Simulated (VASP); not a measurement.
# Li16Si in VASP: notebook, part 2 of 2

VASP 6.6.1. The steps go on from the part before.

## Step 3: Single point, PBE

Input file INCAR:

```
PREC = Accurate
ENCUT = 520
EDIFF = 1E-6
ISMEAR = 0
SIGMA = 0.05
LREAL = Auto
LASPH = T
NELM = 100
ALGO = Fast
ISIF = 2
LWAVE = F
LCHARG = T
GGA = PE
LELF = T
LVHAR = T
NBANDS = 40
```

Input file KPOINTS:

```
Automatic mesh
0
Gamma
  3 3 1
```

Input file POSCAR:

```
Li16Si
1.0
    6.9800000000      0.0000000000      0.0000000000
    3.4900000000      4.9356050000      0.0000000000
    0.0000000000      0.0000000000     19.4034080000
Li Si
16 1
Direct
   -0.2499999493      0.4999998987      0.0515372866
    0.2500000507      0.4999998987      0.0515372866
   -0.2500000000      1.0000000000      0.0515372866
    0.2500000000      1.0000000000      0.0515372866
   -0.0092967835      0.0043832519      0.1690967896
    0.5114846238     -0.1008901644      0.1719644817
    0.0215550223      0.4740223336      0.1729993515
    0.4800528553      0.4378450058      0.1694874942
   -0.2904348514      0.4944467801      0.2910005809
    0.1537964274      0.6476340793      0.2968223933
   -0.3308825351      1.0502785373      0.2864209731
    0.2022601457      1.0843693934      0.3012396585
   -0.0452977014      0.0539151735      0.5120775691
    0.5151787816      0.0993942992      0.4194518819
   -0.0556645304      0.5501866539      0.4106715686
    0.4318255056      0.6238613098      0.4131145931
    0.8988294010      0.0897632610      0.3879733395
```

Potentials or basis: VASP PAW PBE potentials, release 64 (Li_sv, Si).

Launch:

```console
> cat potpaw_PBE.64/Li_sv/POTCAR potpaw_PBE.64/Si/POTCAR > POTCAR
> mpirun -np 1 vasp_std > vasp.out
```

OUTCAR:

```text
PREC = Accurate
   ENCUT = 520
   EDIFF = 1E-6
   ISMEAR = 0
   LREAL = Auto
   LASPH = T
   NELM = 100
   ISIF = 2
   GGA = PE

 ion  position               nearest neighbor table
   1  0.750  0.500  0.052-
   2  0.250  0.500  0.052-
   3  0.750  0.000  0.052-
   4  0.250  0.000  0.052-
   5  0.991  0.004  0.169-
   6  0.511  0.899  0.172-
   7  0.022  0.474  0.173-
   8  0.480  0.438  0.169-
   9  0.710  0.494  0.291-  17 2.75
  10  0.154  0.648  0.297-  17 2.82
  11  0.669  0.050  0.286-  17 2.64
  12  0.202  0.084  0.301-  17 2.69
  13  0.955  0.054  0.512-  17 2.43
  14  0.515  0.099  0.419-  17 2.71
  15  0.944  0.550  0.411-
  16  0.432  0.624  0.413-
  17  0.899  0.090  0.388-  13 2.43  11 2.64  12 2.69  14 2.71   9 2.75  10 2.82

  LATTYP: Found a base centered orthorhombic cell.
 ALAT       =     6.9800000000
 B/A-ratio  =     1.4142134670
 C/A-ratio  =     2.7798578797

  Lattice vectors:

 A1 = (   3.4900000000,  -4.9356050000,   0.0000000000)
 A2 = (   3.4900000000,   4.9356050000,   0.0000000000)
 A3 = (   0.0000000000,   0.0000000000,  19.4034080000)

Analysis of symmetry for initial positions (statically):
=====================================================================
 Subroutine PRICEL returns:
 Original cell was already a primitive cell.

 Routine SETGRP: Setting up the symmetry group for a
 base centered orthorhombic supercell.

 Subroutine GETGRP returns: Found  1 space group operations
 (whereof  1 operations were pure point group operations)
 out of a pool of  8 trial point group operations.

The static configuration has the point symmetry C_1 .

Analysis of symmetry for dynamics (positions and initial velocities):
=====================================================================
 Subroutine PRICEL returns:
 Original cell was already a primitive cell.

 Routine SETGRP: Setting up the symmetry group for a
 base centered orthorhombic supercell.

 Subroutine GETGRP returns: Found  1 space group operations
 (whereof  1 operations were pure point group operations)
 out of a pool of  8 trial point group operations.

The dynamic configuration has the point symmetry C_1 .

 Subroutine INISYM returns: Found  1 space group operations
 (whereof  1 operations are pure point group operations),
 and found     1 'primitive' translations

----------------------------------------------------------------------------------------

                                     Primitive cell

  volume of cell :     668.4576

  direct lattice vectors                    reciprocal lattice vectors
     6.980000000  0.000000000  0.000000000     0.143266476 -0.101304703  0.000000000
     3.490000000  4.935605000  0.000000000     0.000000000  0.202609407  0.000000000
     0.000000000  0.000000000 19.403408000     0.000000000  0.000000000  0.051537338

  length of vectors
     6.980000000  6.044857047 19.403408000     0.175464885  0.202609407  0.051537338

  position of ions in fractional coordinates (direct lattice)
     0.750000051  0.499999899  0.051537287
     0.250000051  0.499999899  0.051537287
     0.750000000  0.000000000  0.051537287
[... 63 lines left out ...]
  0.000000  0.000000  0.000000      1.000000
  0.333333 -0.000000  0.000000      2.000000
  0.333333  0.333333  0.000000      2.000000
  0.000000  0.333333  0.000000      2.000000
 -0.333333  0.333333  0.000000      2.000000
   k-points           NKPTS =      5   k-points in BZ     NKDIM =      5   number of bands    NBANDS=     40
   number of dos      NEDOS =    301   number of ions     NIONS =     17
   total plane-waves  NPLWV = 373248
   dimension x,y,z NGX =    54 NGY =   48 NGZ =  144
   dimension x,y,z NGXF=   108 NGYF=   96 NGZF=  288
   ions per type =              16   1
   NGX,Y,Z   is equivalent  to a cutoff of  12.86, 13.20, 12.34 a.u.
   NGXF,Y,Z  is equivalent  to a cutoff of  25.72, 26.40, 24.68 a.u.
 SYSTEM =  unknown system
   PREC   = accura    normal or accurate (medium, high low for compatibility)
   ISTART =      0    job   : 0-new  1-cont  2-samecut
   ICHARG =      2    charge: 1-file 2-atom 10-const
   ISPIN  =      1    spin polarized calculation?
   LNONCOLLINEAR =      F non collinear calculations
   LSORBIT =      F    spin-orbit coupling
   LASPH  =      T    aspherical Exc in radial PAW
   ENCUT  =  520.0 eV  38.22 Ry    6.18 a.u.  12.98 11.24 36.08*2*pi/ulx,y,z
   NELM   =    100;   NELMIN=  2; NELMDL= -5     # of ELM steps
   EDIFF  = 0.1E-05   stopping-criterion for ELM
   LREAL  =      T    real-space projection
   EDIFFG = 0.1E-04   stopping-criterion for IOM
   NSW    =      0    number of steps for IOM
   IBRION =     -1    ionic relax: 0-MD 1-quasi-New 2-CG
   NFREE  =      0    steps in history (QN), initial steepest desc. (CG)
   ISIF   =      2    stress and relaxation
   ISYM   =      2    0-nonsym 1-usesym 2-fastsym
   POTIM  = 0.5000    time-step for ionic-motion
   TEBEG  =    0.0;   TEEND  =   0.0 temperature during run
   PSTRESS=    0.0 pullay stress
   NELECT =      52.0000    total number of electrons
   NUPDOWN=      -1.0000    fix difference up-down
   EMIN   =  10.00;   EMAX   =-10.00  energy-range for DOS
   EFERMI =   0.00;   METHOD = LEGACY
   ISMEAR =     0;   SIGMA  =   0.05  broadening in eV -4-tet -1-fermi 0-gaus
   EFERMI_NEDOS =   21; number of points for ismear=-14 and -15
   IALGO  =     68    algorithm
   IMIX   =      4    mixing-type and parameters
     AMIX     =   0.40;   BMIX     =  1.00
     AMIX_MAG =   1.60;   BMIX_MAG =  1.00
  volume/ion in A,a.u.               =      39.32       265.35
  Fermi-wavevector in a.u.,A,eV,Ry     =   0.698851  1.320637  6.644989  0.488393
  Thomas-Fermi vector in A             =   1.782569
   LORBIT       =      0    0 simple, 1 ext, 2 COOP (PROOUT), +10 PAW based schemes
   GGA     = PE    functional components
   LHFCALC =     F    Hartree Fock is set to
   AEXX    =    0.0000 exact exchange contribution
   IVDW    =     0    specifies the selected vdW correction
   LEPSILON=     F    determine dielectric tensor
   LRPA    =     F    only Hartree local field effects (RPA)
 non-spin polarized calculation
 RMM-DIIS sequential band-by-band and
 Gauss-broadening in eV      SIGMA  =   0.05
  energy-cutoff  :      520.00
  volume of cell :      668.46
 maximum number of plane-waves:     18023
 NGX is ok and might be reduce to    54
   NGX = 25   NGY = 23   NGZ = 73

 number of electron      52.0000004 magnetization

 Free energy of the ion-electron system (eV)
  ---------------------------------------------------
  ext. energy  EPLUGINS =         0.00000000
  ---------------------------------------------------
  free energy    TOTEN  =       -34.17541565 eV

  energy without entropy =      -34.16822440  energy(sigma->0) =      -34.17182003

 E-fermi :  -0.7193     XC(G=0):  -4.5849

 val. band max:       -0.7196218135   @ k =   0.0000   0.3333   0.0000
 cond. band min:      -0.6460861187   @ k =   0.0000   0.0000   0.0000
 fundamental gap:      0.0735356949
 Fermi energy:        -0.7193128477

 k-point     1 :       0.0000    0.0000    0.0000
  band No.  band energies     occupation
      1     -48.6793      2.00000
      2     -47.9433      2.00000
      3     -47.7765      2.00000
      4     -47.7447      2.00000
      5     -47.7259      2.00000
      6     -47.7029      2.00000
[... 194 lines left out ...]
     37       1.4393      0.00000
     38       1.8777      0.00000
 [bands above 38 left out]

------------------------ aborting loop because EDIFF is reached ----------------------------------------

  FORCE on cell =-STRESS in cart. coord.  units (eV):
  Direction    XX          YY          ZZ          XY          YZ          ZX
  --------------------------------------------------------------------------------------
  -------------------------------------------------------------------------------------
  Total       -3.9607340     -4.0939393      0.0815239      0.0080849     -0.0412741      0.6978749
  in kB       -9.4931956     -9.8124657      0.1953987      0.0193782     -0.0989270      1.6726857
  external PRESSURE =      -6.3700875 kB  Pullay stress =       0.0000000 kB

 VOLUME and BASIS-vectors are now :
 -----------------------------------------------------------------------------
  energy-cutoff  :      520.00
  volume of cell :      668.46
      direct lattice vectors                 reciprocal lattice vectors
     6.980000000  0.000000000  0.000000000     0.143266476 -0.101304703  0.000000000
     3.490000000  4.935605000  0.000000000     0.000000000  0.202609407  0.000000000
     0.000000000  0.000000000 19.403408000     0.000000000  0.000000000  0.051537338

 POSITION                                       TOTAL-FORCE (eV/Angst)
 -----------------------------------------------------------------------------------
      6.98000      2.46780      1.00000        -0.031393     -0.024704      0.040962
      3.49000      2.46780      1.00000        -0.038400      0.030544     -0.130427
      5.23500      0.00000      1.00000        -0.034506     -0.005396      0.075000
      1.74500      0.00000      1.00000        -0.053680      0.014236     -0.043848
      6.93041      0.02163      3.28105         0.004572     -0.005068      0.007321
      6.70806      4.43765      3.33670         0.031302      0.006920     -0.004007
[... 9 lines left out ...]
      5.19142      3.07913      8.01583         0.001269      0.036098      0.003020
      6.58710      0.44304      7.52800         0.040593     -0.018677      0.000925
 -----------------------------------------------------------------------------------
    total drift:                                0.000317     -0.001811     -0.000866

  FREE ENERGIE OF THE ION-ELECTRON SYSTEM (eV)
  ---------------------------------------------------
  free  energy   TOTEN  =       -34.1754156514 eV

  energy  without entropy=      -34.1682244028  energy(sigma->0) =      -34.17182003
```

Run time: 18 min. Hardware: 1 thread of Intel Xeon Platinum 8488C (Sapphire Rapids), shared host; peak memory 0.74 GiB.

Results:

```
Free energy            : -34.1754 eV
Largest force          : 0.139 eV/Å
Band gap on the k mesh : none (metal or under the smearing width)
```

Forces on the atoms (eV/Å):
```
Li  -0.031 -0.025  0.041
Li  -0.038  0.031 -0.130
Li  -0.035 -0.005  0.075
Li  -0.054  0.014 -0.044
Li   0.005 -0.005  0.007
Li   0.031  0.007 -0.004
Li   0.007 -0.011 -0.004
Li   0.013  0.007  0.008
Li   0.020  0.001  0.002
Li   0.021  0.004  0.003
Li   0.000  0.001  0.001
Li   0.011 -0.012  0.011
Li  -0.004  0.013  0.027
Li   0.004  0.005  0.000
Li   0.008 -0.043  0.004
Li   0.001  0.036  0.003
Si   0.041 -0.019  0.001
```

Caveat: the k mesh is coarse (spacing up to 0.42 Å⁻¹), so the values aren't converged; the cutoff is under 1.25 times the usual one of these potentials, so pressure, stress and relaxed cells hold a basis-set (Pulay) error.

## Step 4: Single point, PBE

Input file INCAR:

```
PREC = Accurate
ENCUT = 520
EDIFF = 1E-6
ISMEAR = 0
SIGMA = 0.05
LREAL = Auto
LASPH = True
NELM = 100
ALGO = Fast
ISIF = 2
LWAVE = False
LCHARG = False
GGA = PE
NBANDS = 40
```

Input file KPOINTS:

```
regular mesh
0
Gamma
  3 3 1
```

Input file POSCAR:

```
Li16Si
1.0
    6.9800000000      0.0000000000      0.0000000000
    3.4900000000      4.9356050000      0.0000000000
    0.0000000000      0.0000000000     19.4034080000
Li Si
16 1
Direct
   -0.2500000000      0.5000000000      0.0515373000
    0.2500000000      0.5000000000      0.0515373000
   -0.2500000000      1.0000000000      0.0515373000
    0.2500000000      1.0000000000      0.0515373000
    0.0013930499     -0.0507743260      0.1747547265
    0.5769798943     -0.0958757966      0.1694380432
    0.0829331256      0.3747446333      0.1722055300
    0.4989601712      0.4707161330      0.1682680952
   -0.2295730429      0.4816949767      0.2847709000
    0.1843519746      0.5645238976      0.2997070601
   -0.3345723631      1.1037809209      0.2973474657
    0.2949836977      0.9551433751      0.2965476225
   -0.0250440518      0.0354027394      0.4106725801
    0.3832510266      0.1826456174      0.4211853056
   -0.1820595603      0.6222655661      0.4128397351
    0.4624181299      0.5995331240      0.5136865615
    0.4901479186      0.5366321498      0.3887302279
```

Launch:

```console
> cat potpaw_PBE.64/Li_sv/POTCAR potpaw_PBE.64/Si/POTCAR > POTCAR
> mpirun -np 1 vasp_std > vasp.out
```

Run time: 12 min. Hardware: 1 thread of Intel Xeon 6975P-C (Granite Rapids), shared host; peak memory 0.76 GiB.

Results (log left out):

* Free energy: -34.2112 eV
* Largest force: 0.090 eV/Å
* Band gap on the k mesh: none (metal or under the smearing width)

Forces on the atoms (eV/Å):
```
Li  -0.018 -0.026  0.067
Li  -0.002  0.014 -0.041
Li   0.011  0.031 -0.084
Li   0.010 -0.035  0.033
Li   0.000 -0.001 -0.004
Li   0.005 -0.001  0.000
Li  -0.008 -0.004  0.004
Li   0.005  0.000  0.008
Li   0.004  0.006  0.003
Li  -0.003  0.002  0.006
Li   0.005  0.001 -0.006
Li   0.003 -0.004 -0.002
Li  -0.002 -0.002 -0.001
Li  -0.009 -0.003  0.006
Li  -0.008  0.008  0.008
Li   0.000  0.003 -0.009
Si   0.007  0.012  0.013
```

Levels at points of the mesh, in eV from the Fermi level:
```csv
k point,band 24,band 25,band 26,band 27,band 28,band 29
"(0.00, 0.00, 0.00)",-0.17,-0.12,0.08,0.18,0.22,0.28
```

Caveat: the k mesh is coarse (spacing up to 0.42 Å⁻¹), so the values aren't converged; the cutoff is under 1.25 times the usual one of these potentials, so pressure, stress and relaxed cells hold a basis-set (Pulay) error.
